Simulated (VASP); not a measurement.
Data:

```yaml
crystal:
  lattice:
    - [4.71220, 2.72059, 1.88437]
    - [-4.71220, 2.72059, 1.88437]
    - [0.00000, -5.44118, 1.88437]
  atoms:
    - { symbol: Si, position: [0.01625, 0.71436, 0.51792] }
    - { symbol: Si, position: [0.98375, 0.28564, 0.48208] }
    - { symbol: Si, position: [0.51792, 0.01625, 0.71436] }
    - { symbol: Si, position: [0.48208, 0.98375, 0.28564] }
    - { symbol: Si, position: [0.71436, 0.51792, 0.01625] }
    - { symbol: Si, position: [0.28564, 0.48208, 0.98375] }
    - { symbol: Si, position: [0.71303, 0.71303, 0.71303] }
    - { symbol: Si, position: [0.28697, 0.28697, 0.28697] }
```

Method: r2SCAN meta-GGA, VASP's PBE PAW potentials (set 64) (plane waves; VASP 6.6.1). Numerical set-up: 400 eV cut-off, 6×6×6 Γ-centred mesh, tetrahedra with Blöchl corrections, potentials Si.

Give the energies of bands 7 to 20 at the high-symmetry points, in eV from the Fermi level.

| band | Γ | L | T | P0 | F |
|---|---|---|---|---|---|
| 7 | -6.88 | -5.58 | -4.50 | -5.69 | -5.30 |
| 8 | -6.76 | -5.29 | -3.61 | -5.46 | -5.10 |
| 9 | -5.18 | -4.63 | -3.61 | -3.98 | -4.43 |
| 10 | -5.18 | -4.45 | -3.60 | -3.67 | -4.38 |
| 11 | -4.58 | -2.75 | -3.17 | -3.67 | -2.88 |
| 12 | -4.27 | -2.71 | -3.17 | -3.38 | -2.81 |
| 13 | -4.27 | -2.05 | -2.54 | -3.38 | -2.53 |
| 14 | -1.56 | -1.88 | -2.17 | -2.63 | -2.06 |
| 15 | -1.56 | -1.59 | 0.01 | -2.63 | -1.86 |
| 16 | -0.99 | -1.25 | 0.01 | -2.36 | -1.42 |
| 17 | 1.92 | -0.01 | 1.74 | 1.65 | 0.52 |
| 18 | 2.17 | 1.03 | 2.53 | 2.01 | 1.00 |
| 19 | 2.17 | 2.17 | 2.91 | 2.01 | 1.47 |
| 20 | 4.20 | 2.31 | 2.91 | 2.96 | 2.23 |

It has no gap at this level: it comes out as a metal or semimetal.

The structure comes from a computed database's Si entry (R-3); how it stands against other phases isn't given here. It was relaxed first.
